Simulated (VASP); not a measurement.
Data:

```yaml
crystal:
  lattice:
    - [0.00000, 1.90244, 1.90244]
    - [1.90244, 0.00000, 1.90244]
    - [1.90244, 1.90244, 0.00000]
  atoms:
    - { symbol: Rh, position: [0.00000, 0.00000, 0.00000] }
```

Computed with r2SCAN meta-GGA, VASP's PBE PAW potentials (set 64) (plane waves; VASP). Run with PREC = Normal, EDIFF = 1E-5, 400 eV cut-off, 18×18×18 Γ-centred mesh, first-order Methfessel-Paxton smearing of 0.10 eV, potentials Rh_pv.

**Question.** What does the run give for the energy per atom (σ→0), pressure, band gap (on the k-mesh) with the smallest direct gap where there is one?

**Answer.** 
```yaml
band gap (on the k-mesh): none (metal, semimetal or under 0.01 eV)
energy per atom (σ→0): -24136 meV/atom
pressure: -10.3 kbar
```

Only differences to runs with the same potentials and settings are physical.

The compound is Rh in the fcc structure. It was relaxed first.
